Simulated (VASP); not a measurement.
Consider the following.

```yaml
crystal:
  lattice:
    - [0.00000, 2.65093, 2.65093]
    - [2.65093, 0.00000, 2.65093]
    - [2.65093, 2.65093, 0.00000]
  atoms:
    - { symbol: Co, position: [0.00000, 0.00000, 0.00000] }
    - { symbol: Si, position: [0.25000, 0.25000, 0.25000] }
    - { symbol: Si, position: [0.75000, 0.75000, 0.75000] }
```

Method: PBE GGA with D3 dispersion (Becke-Johnson damping), VASP's PBE PAW potentials (set 64) (plane waves; VASP 6.6.1). Numerical set-up: 520 eV cut-off, 10×10×10 Γ-centred mesh, first-order Methfessel-Paxton smearing of 0.10 eV, potentials Co Si.

Q: What does the run give for the energy per atom (σ→0), band gap (on the k-mesh) with the smallest direct gap where there is one?

A: 
```yaml
band gap (on the k-mesh): none (metal, semimetal or under 0.01 eV)
energy per atom (σ→0): -6.881 eV/atom
```

The compound is CoSi2 in the fluorite structure. It was relaxed first. The run is not spin-polarised, so no magnetic state was tried. The electron count is odd and the run is not spin-polarised, which forces a metal.
